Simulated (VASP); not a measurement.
Calculation: AM05 GGA, VASP's PBE PAW potentials (set 64) (plane waves; VASP).

VASP input:

**KPOINTS**
```
Automatic mesh
0
Gamma
12 12 7
0 0 0
```

POSCAR:
```
Dy
1.0
  1.8221933850  -3.1561313233   0.0000000000
  1.8221933850   3.1561313233   0.0000000000
  0.0000000000   0.0000000000   5.6190261626
Dy
2
Direct
  0.3333330000   0.6666670000   0.2500000000
  0.6666670000   0.3333330000   0.7500000000
```

**INCAR**
```
SYSTEM = Dy
PREC = Accurate
ENCUT = 520
EDIFF = 1E-7
NELM = 100
ALGO = Normal
LREAL = .FALSE.
LASPH = .TRUE.
ISMEAR = 1
SIGMA = 0.1
GGA = AM
LMAXMIX = 6
LWAVE = .FALSE.
LCHARG = .FALSE.
ISIF = 4
IBRION = 2
NSW = 30
EDIFFG = -0.01
```

POTCAR, in this order: Dy_3 (PBE.64 set). Program: vasp_std.

The 4f electrons are frozen in the core of the lanthanide potential, so 4f levels, which can set the real gap, and their magnetism are missing.

Estimate the energy per atom (σ→0), band gap (on the k-mesh).

```yaml
energy per atom (σ→0): -4.724 eV/atom
band gap (on the k-mesh): none (metal, semimetal or under 0.01 eV)
```

**OSZICAR**
```
...
DAV:   1    -0.945020421849E+01   -0.20668E-02   -0.93846E-02  1976   0.232E+00    0.200E-01
DAV:   2    -0.944896711819E+01    0.12371E-02   -0.20410E-03  2561   0.477E-01    0.126E-01
DAV:   3    -0.944841569520E+01    0.55142E-03   -0.64416E-04  2502   0.210E-01    0.741E-02
DAV:   4    -0.944841434405E+01    0.13512E-05   -0.13084E-04  2882   0.894E-02    0.314E-02
DAV:   5    -0.944841423689E+01    0.10716E-06   -0.30130E-06  2642   0.137E-02    0.103E-02
DAV:   6    -0.944841397494E+01    0.26195E-06   -0.45160E-07  2600   0.554E-03    0.221E-03
DAV:   7    -0.944841395976E+01    0.15176E-07   -0.48550E-08  1213   0.201E-03
   3 F= -.94484140E+01 E0= -.94476920E+01  d E =-.100377E-02
```

The compound is Dy in the hcp structure. This cell is one point of a volume scan, at 1.06 of the reference volume. Symmetry was kept, so distortions that lower it aren't found.
